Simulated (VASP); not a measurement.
**Band gap of BN: cutoff, mesh and cell**

Aim: test what besides the functional moves the gap of BN. The starting structure is a measured crystal structure from the Crystallography Open Database. Cell and atoms stay as given unless a step says otherwise.

Calculated with VASP 6.6.1; Kohn-Sham DFT with plane waves and PAW; LDA.

### 1. The structure

The structure is hexagonal, space group P6_3/mmc (No. 194). Conventional cell: a = 2.504 Å, b = 2.504 Å, c = 6.661 Å, α = 90.00°, β = 90.00°, γ = 120.00°. Nearest to N lie 3 B at 1.45 Å. Nearest to B lie 3 N at 1.45 Å. Farther neighbours and most contacts between anions are not listed.

### 2. Reference bands

INCAR

```
SYSTEM = BN
PREC = Accurate
ENCUT = 460
EDIFF = 1E-06
NELM = 100
ISMEAR = 0
SIGMA = 0.03
LREAL = .FALSE.
ALGO = Normal
GGA = CA
NBANDS = 22
LORBIT = 11
LWAVE = .FALSE.
LCHARG = .FALSE.
KPAR = 8
LASPH = .TRUE.
```

POSCAR

```
BN
1.0
    2.5039900000      0.0000000000      0.0000000000
   -1.2519950000      2.1685189508      0.0000000000
    0.0000000000      0.0000000000      6.6612000000
N B
2 2
Direct
    0.6666666667      0.3333333333      0.2500000000
    0.3333333333      0.6666666667      0.7500000000
    0.6666666667      0.3333333333      0.7500000000
    0.3333333333      0.6666666667      0.2500000000
```

KPOINTS

```
Automatic mesh
0
Gamma
10 10 4
0 0 0
```

KPOINTS_OPT

```
Line mode
10
Line-mode
Reciprocal
  0.00000000   0.00000000   0.00000000 GAMMA
  0.50000000   0.00000000   0.00000000 M

  0.50000000   0.00000000   0.00000000 M
  0.33333333   0.33333333   0.00000000 K

  0.33333333   0.33333333   0.00000000 K
  0.00000000   0.00000000   0.00000000 GAMMA

  0.00000000   0.00000000   0.00000000 GAMMA
  0.00000000   0.00000000   0.50000000 A

  0.00000000   0.00000000   0.50000000 A
  0.50000000   0.00000000   0.50000000 L

  0.50000000   0.00000000   0.50000000 L
  0.33333333   0.33333333   0.50000000 H

  0.33333333   0.33333333   0.50000000 H
  0.00000000   0.00000000   0.50000000 A

  0.50000000   0.00000000   0.50000000 L
  0.50000000   0.00000000   0.00000000 M

  0.33333333   0.33333333   0.00000000 K
  0.33333333   0.33333333   0.50000000 H
```

The projector-augmented-wave data sets are N and B (LDA family, release 64).

Started as:

```bash
$ mpirun -np 8 vasp_std
```

The program printed:

```text
[banner, memory and clock lines left out]
running    8 mpi-ranks, on    1 nodes
 distrk:  each k-point on    1 cores,    8 groups
 distr:  one band on    1 cores,    1 groups

 POSCAR found type information on POSCAR N B
 POSCAR found :  2 types and       4 ions
|                                                                             |
|           W    W    AA    RRRRR   N    N  II  N    N   GGGG   !!!           |
|           W    W   A  A   R    R  NN   N  II  NN   N  G    G  !!!           |
|           W    W  A    A  R    R  N N  N  II  N N  N  G       !!!           |
|           W WW W  AAAAAA  RRRRR   N  N N  II  N  N N  G  GGG   !            |
|           WW  WW  A    A  R   R   N   NN  II  N   NN  G    G                |
|           W    W  A    A  R    R  N    N  II  N    N   GGGG   !!!           |
|                                                                             |
|     For optimal performance we recommend to set                             |
|       NCORE = 2 up to number-of-cores-per-socket                            |
|     NCORE specifies how many cores store one orbital (NPAR=cpu/NCORE).      |
|     This setting can greatly improve the performance of VASP for DFT.       |
|     The default, NCORE=1 might be grossly inefficient on modern             |
|     multi-core architectures or massively parallel machines. Do your        |
|     Unfortunately you need to use the default for GW and RPA                |
|     calculations (for HF NCORE is supported but not extensively tested      |
|     yet).                                                                   |
|                                                                             |

 LDA part: xc-table for (Slater(with rela. corr.)+CA(PZ))
 , standard interpolation
 POSCAR, INCAR and KPOINTS ok, starting setup
 FFT: planning ... GRIDC
 FFT: planning ... GRID_SOFT
 FFT: planning ... GRID
 WAVECAR not read
 entering main loop
       N       E                     dE             d eps       ncg     rms          rms(c)
DAV:   1     0.329167715809E+02    0.32917E+02   -0.69206E+03  1848   0.607E+02
DAV:   2    -0.404250033034E+02   -0.73342E+02   -0.69398E+02  2320   0.166E+02
DAV:   3    -0.425235996505E+02   -0.20986E+01   -0.20859E+01  2354   0.247E+01
DAV:   4    -0.425313277026E+02   -0.77281E-02   -0.77277E-02  2024   0.169E+00
DAV:   5    -0.425313722657E+02   -0.44563E-04   -0.44563E-04  2338   0.109E-01    0.110E+01
DAV:   6    -0.390509617844E+02    0.34804E+01   -0.29105E+00  1986   0.131E+01    0.481E+00
DAV:   7    -0.386941398101E+02    0.35682E+00   -0.36341E-01  2200   0.367E+00    0.305E+00
DAV:   8    -0.385781459771E+02    0.11599E+00   -0.19385E-01  2192   0.251E+00    0.426E-01
DAV:   9    -0.385745301787E+02    0.36158E-02   -0.81845E-03  2034   0.609E-01    0.201E-01
DAV:  10    -0.385744993563E+02    0.30822E-04   -0.71587E-04  2188   0.153E-01    0.279E-02
DAV:  11    -0.385744878399E+02    0.11516E-04   -0.30400E-05  2128   0.367E-02    0.167E-02
DAV:  12    -0.385744909463E+02   -0.31065E-05   -0.29285E-06  2118   0.954E-03    0.164E-03
DAV:  13    -0.385744909644E+02   -0.18128E-07   -0.39163E-08  1122   0.132E-03
   1 F= -.38574491E+02 E0= -.38574491E+02  d E =-.128380E-31
 Start KPOINTS_OPT (optional k-point list driver)
k-point batch [1-42\90]
       N       E                     dE             ncg
DAV:   1    -0.314613770008E+02   -0.16190E+05     1856
DAV:   2    -0.304662186044E+04   -0.30152E+04     2396
DAV:   3    -0.313844533230E+04   -0.91823E+02     2354
DAV:   4    -0.313867638764E+04   -0.23106E+00     2038
DAV:   5    -0.313867722355E+04   -0.83591E-03     2288
DAV:   6    -0.313867722843E+04   -0.48793E-05     2130
DAV:   7    -0.313867722846E+04   -0.36455E-07     1858
[...]
k-point batch [85-90\90]
       N       E                     dE             ncg
DAV:   1     0.243586451773E+05   -0.49451E+04      264
DAV:   2     0.239975749933E+05   -0.36107E+03      324
DAV:   3     0.239862638723E+05   -0.11311E+02      336
DAV:   4     0.239862287310E+05   -0.35141E-01      270
DAV:   5     0.239862286019E+05   -0.12909E-03      336
DAV:   6     0.239862286012E+05   -0.68766E-06      286
```

The job ended after 4 s (8 MPI ranks of AMD EPYC 9R45, shared host; peak memory 1.1 GiB).

The logs omit lines about the potential files and the build; timing stands in the text.

OUTCAR, selected parts (step 2):

```text
ion  position               nearest neighbor table
   1  0.667  0.333  0.250-   4 1.45   4 1.45   4 1.45
   2  0.333  0.667  0.750-   3 1.45   3 1.45   3 1.45
   3  0.667  0.333  0.750-   2 1.45   2 1.45   2 1.45
   4  0.333  0.667  0.250-   1 1.45   1 1.45   1 1.45

  LATTYP: Found a hexagonal cell.
 ALAT       =     2.5039900000
 C/A-ratio  =     2.6602342661

 Subroutine GETGRP returns: Found 24 space group operations
 (whereof 12 operations were pure point group operations)

The static configuration has the point symmetry D_3d.
 The point group associated with its full space group is D_6h.

 Found     42 irreducible k-points:

   k-points           NKPTS =     42   k-points in BZ     NKDIM =     42   number of bands    NBANDS=     22

   dimension x,y,z NGX =    18 NGY =   18 NGZ =   48
   dimension x,y,z NGXF=    36 NGYF=   36 NGZF=   96

   ENCUT  =  460.0 eV  33.81 Ry    5.81 a.u.   4.38  4.38 11.65*2*pi/ulx,y,z

   NELECT =      16.0000    total number of electrons

 k-points in reciprocal lattice and weights: Automatic mesh
   0.00000000  0.00000000  0.00000000       0.003
   0.10000000 -0.00000000  0.00000000       0.015
   0.20000000 -0.00000000  0.00000000       0.015
   0.30000000  0.00000000  0.00000000       0.015
   0.40000000 -0.00000000  0.00000000       0.015
   0.50000000 -0.00000000  0.00000000       0.007
   0.10000000  0.10000000  0.00000000       0.015
   0.20000000  0.10000000  0.00000000       0.030
   0.30000000  0.10000000  0.00000000       0.030
[...]
0.40000000  0.20000000  0.50000000       0.015
   0.30000000  0.30000000  0.50000000       0.015

 average (electrostatic) potential at core
       1 -64.7901       2 -64.7901       3 -34.2297       4 -34.2297

 E-fermi :   2.4073

 k-point     1 :       0.0000    0.0000    0.0000
  band No.  band energies     occupation
    ...
      4      -2.0133      2.00000
      5       0.7785      2.00000
      6       0.7785      2.00000
      7       0.8143      2.00000
      8       0.8143      2.00000
      9       7.0356      0.00000
     10      12.1156      0.00000
     11      13.5511      0.00000
     12      13.5511      0.00000
     13      13.6761      0.00000
    ...

 k-point     2 :       0.1000   -0.0000    0.0000
  band No.  band energies     occupation
    ...
      4      -1.7712      2.00000
      5       0.0044      2.00000
      6       0.0359      2.00000
      7       0.4106      2.00000
      8       0.4524      2.00000
      9       7.3802      0.00000
     10      11.9996      0.00000
     11      13.3395      0.00000
     12      13.5793      0.00000
     13      14.2647      0.00000
    ...

 k-point     3 :       0.2000   -0.0000    0.0000
  band No.  band energies     occupation
    ...
      4      -1.8552      2.00000
      5      -1.8076      2.00000
      6      -1.0669      2.00000
      7      -0.4147      2.00000
      8      -0.3629      2.00000
      9       8.2698      0.00000
     10      11.4041      0.00000
     11      12.4114      0.00000
     12      12.8692      0.00000
     13      13.4778      0.00000
    ...

  Total       -1.4542966     -1.4542966     -0.3612646      0.0000000      0.0000000      0.0000000
  in kB      -64.4191920    -64.4191920    -16.0024969      0.0000000      0.0000000      0.0000000
  external PRESSURE =     -48.2802937 kB  Pullay stress =       0.0000000 kB

  energy-cutoff  :      460.00
  volume of cell :       36.17
      direct lattice vectors                 reciprocal lattice vectors
     2.503990000  0.000000000  0.000000000     0.399362617  0.230572115  0.000000000
    -1.251995000  2.168518951  0.000000000     0.000000000  0.461144229  0.000000000
     0.000000000  0.000000000  6.661200000     0.000000000  0.000000000  0.150123101

 POSITION                                       TOTAL-FORCE (eV/Angst)
 -----------------------------------------------------------------------------------
      1.25200      0.72284      1.66530         0.000000      0.000000      0.000000
     -0.00000      1.44568      4.99590        -0.000000     -0.000000      0.000000
      1.25200      0.72284      4.99590         0.000000      0.000000      0.000000
     -0.00000      1.44568      1.66530        -0.000000      0.000000      0.000000
 -----------------------------------------------------------------------------------
    total drift:                               -0.000000      0.000000      0.000000

  FREE ENERGIE OF THE ION-ELECTRON SYSTEM (eV)
  ---------------------------------------------------
  free  energy   TOTEN  =       -38.5744909644 eV

  energy  without entropy=      -38.5744909644  energy(sigma->0) =      -38.57449096

 total charge
# of ion       s       p       d       tot
------------------------------------------
    1        1.218   2.763   0.000   3.981
    2        1.218   2.763   0.000   3.981
    3        0.740   1.436   0.000   2.176
    4        0.740   1.436   0.000   2.176
--------------------------------------------------
tot          3.916   8.398   0.000  12.314

[... 3 further parts left out ...]
```

At this level the cell is under a tension of 4.8 GPa, so at these settings it is away from equilibrium.

The reference gap is 4.036 eV.

### 3. Bands with cell and atoms relaxed by LDA

Against step 2 the input has another starting structure. The cell comes from a relaxation at this level, not shown (34.74 Å³).

INCAR is that of step 2.

POSCAR

```
BN
1.0
    2.4906103720      0.0000000000      0.0000000000
   -1.2453051860      2.1569318531      0.0000000000
    0.0000000000      0.0000000000      6.4658836093
N B
2 2
Direct
    0.6666666667      0.3333333333      0.2500000000
    0.3333333333      0.6666666667      0.7500000000
    0.6666666667      0.3333333333      0.7500000000
    0.3333333333      0.6666666667      0.2500000000
```

KPOINTS is that of step 2.

KPOINTS_OPT is that of step 2.

Started as:

```bash
$ mpirun -np 8 vasp_std
```

The program printed:

```text
[banner, memory and clock lines left out]
running    8 mpi-ranks, on    1 nodes
[...]
[... a notice as in an earlier step ...]

 LDA part: xc-table for (Slater(with rela. corr.)+CA(PZ))
 , standard interpolation
 POSCAR, INCAR and KPOINTS ok, starting setup
[...]
entering main loop
       N       E                     dE             d eps       ncg     rms          rms(c)
DAV:   1     0.314707094841E+02    0.31471E+02   -0.69636E+03  1856   0.610E+02
DAV:   2    -0.405262529620E+02   -0.71997E+02   -0.67885E+02  2434   0.167E+02
DAV:   3    -0.426139106271E+02   -0.20877E+01   -0.20728E+01  2300   0.244E+01
DAV:   4    -0.426211399974E+02   -0.72294E-02   -0.72291E-02  2022   0.164E+00
[...]
DAV:  11    -0.385829316878E+02    0.12628E-04   -0.29699E-05  2106   0.371E-02    0.159E-02
DAV:  12    -0.385829342960E+02   -0.26082E-05   -0.25688E-06  2130   0.917E-03    0.183E-03
DAV:  13    -0.385829343106E+02   -0.14591E-07   -0.32174E-08  1104   0.123E-03
   1 F= -.38582934E+02 E0= -.38582934E+02  d E =-.831608E-18
 Start KPOINTS_OPT (optional k-point list driver)
k-point batch [1-42\90]
       N       E                     dE             ncg
DAV:   1     0.117319759815E+03   -0.15411E+05     1848
DAV:   2    -0.286180019692E+04   -0.29791E+04     2380
DAV:   3    -0.294661212088E+04   -0.84812E+02     2316
DAV:   4    -0.294681069742E+04   -0.19858E+00     2064
DAV:   5    -0.294681134912E+04   -0.65170E-03     2256
DAV:   6    -0.294681135264E+04   -0.35175E-05     2162
DAV:   7    -0.294681135267E+04   -0.31067E-07     1840
[...]
k-point batch [85-90\90]
       N       E                     dE             ncg
DAV:   1     0.238253871743E+05   -0.50363E+04      264
DAV:   2     0.234763307740E+05   -0.34906E+03      330
DAV:   3     0.234671952821E+05   -0.91355E+01      326
DAV:   4     0.234671709143E+05   -0.24368E-01      264
DAV:   5     0.234671708243E+05   -0.89987E-04      334
DAV:   6     0.234671708239E+05   -0.43079E-06      264
```

It took 4 s on 8 MPI ranks; peak memory 1.1 GiB; 27 s of CPU time.

OUTCAR, selected parts (step 3):

```text
  Total       -0.1327293     -0.1327293     -0.1937455      0.0000000     -0.0000000      0.0000000
  in kB       -6.1221962     -6.1221962     -8.9365958      0.0000000     -0.0000000      0.0000000
  external PRESSURE =      -7.0603294 kB  Pullay stress =       0.0000000 kB

 POSITION                                       TOTAL-FORCE (eV/Angst)
 -----------------------------------------------------------------------------------
      1.24531      0.71898      1.61647        -0.000000      0.000000      0.000000
     -0.00000      1.43795      4.84941         0.000000     -0.000000      0.000000
      1.24531      0.71898      4.84941         0.000000      0.000000      0.000000
     -0.00000      1.43795      1.61647        -0.000000     -0.000000      0.000000
 -----------------------------------------------------------------------------------
    total drift:                               -0.000000      0.000000      0.000000

  FREE ENERGIE OF THE ION-ELECTRON SYSTEM (eV)
  ---------------------------------------------------
  free  energy   TOTEN  =       -38.5829343106 eV

  energy  without entropy=      -38.5829343106  energy(sigma->0) =      -38.58293431

[... 1 part as in an earlier step ...]

[... 2 further parts left out ...]
[key lines of the parts left out:]
E-fermi :   2.6752
```

With cell and atoms relaxed by LDA the gap is 4.001 eV, -0.035 eV from the reference.

### 4. Bands with no band path

Against step 2 the input has no band path (also changed: NBANDS).

Changes to INCAR since step 3:

```diff
@@ -10,3 +10,3 @@
 GGA = CA
-NBANDS = 22
+NBANDS = 14
 LORBIT = 11
```

POSCAR

```
BN
1.0
    2.5039900000      0.0000000000      0.0000000000
   -1.2519950000      2.1685189508      0.0000000000
    0.0000000000      0.0000000000      6.6612000000
N B
2 2
Direct
    0.6666666667      0.3333333333      0.2500000000
    0.3333333333      0.6666666667      0.7500000000
    0.6666666667      0.3333333333      0.7500000000
    0.3333333333      0.6666666667      0.2500000000
```

KPOINTS is that of step 3.

Started as:

```bash
$ mpirun -np 8 vasp_std
```

The program printed:

```text
[... set-up lines as in an earlier step ...]
 entering main loop
       N       E                     dE             d eps       ncg     rms          rms(c)
DAV:   1     0.393761676262E+02    0.39376E+02   -0.74972E+03  1176   0.949E+02
DAV:   2    -0.395498052421E+02   -0.78926E+02   -0.71711E+02  1620   0.213E+02
DAV:   3    -0.425103713227E+02   -0.29606E+01   -0.29466E+01  1506   0.421E+01
DAV:   4    -0.425311141749E+02   -0.20743E-01   -0.20733E-01  1410   0.385E+00
[...]
DAV:  10    -0.385744752785E+02    0.21324E-04   -0.62249E-04  1458   0.210E-01    0.257E-02
DAV:  11    -0.385744915016E+02   -0.16223E-04   -0.25235E-05  1368   0.443E-02    0.175E-02
DAV:  12    -0.385744909780E+02    0.52362E-06   -0.67024E-06  1356   0.196E-02
   1 F= -.38574491E+02 E0= -.38574491E+02  d E =-.493927E-14
```

It took 1.8 s on 8 MPI ranks; peak memory 0.87 GiB; 9.9 s of CPU time.

Parts of OUTCAR (step 4):

```text
  Total       -1.4538931     -1.4538931     -0.3648055      0.0000000      0.0000000      0.0000000
  in kB      -64.4013195    -64.4013195    -16.1593433      0.0000000      0.0000000      0.0000000
  external PRESSURE =     -48.3206608 kB  Pullay stress =       0.0000000 kB

 POSITION                                       TOTAL-FORCE (eV/Angst)
 -----------------------------------------------------------------------------------
      1.25200      0.72284      1.66530        -0.000000     -0.000000      0.000000
     -0.00000      1.44568      4.99590        -0.000000      0.000000      0.000000
      1.25200      0.72284      4.99590         0.000000     -0.000000      0.000000
     -0.00000      1.44568      1.66530         0.000000      0.000000      0.000000
 -----------------------------------------------------------------------------------
    total drift:                               -0.000000      0.000000      0.000000

  FREE ENERGIE OF THE ION-ELECTRON SYSTEM (eV)
  ---------------------------------------------------
  free  energy   TOTEN  =       -38.5744909780 eV

  energy  without entropy=      -38.5744909780  energy(sigma->0) =      -38.57449098

[... 1 part as in an earlier step ...]

[... 2 further parts left out ...]
[key lines of the parts left out:]
E-fermi :   2.3143
```

With no band path the gap is 4.036 eV, +0.000 eV from the reference, read on the mesh alone.

[end of part 1 of 2]

[Lines on the potential files, build, host, timing and source positions are cut from VASP's logs without a mark.]

[Logs are printed without paths, hosts, clocks, repeated set-up lines and the standing remarks that a program may print on its own settings, such as how far it seeks lower states.]

[Hosts, paths, dates, database ids (printed as entryN), source tags and the programs' standing remarks are cut or masked in the printed files.]
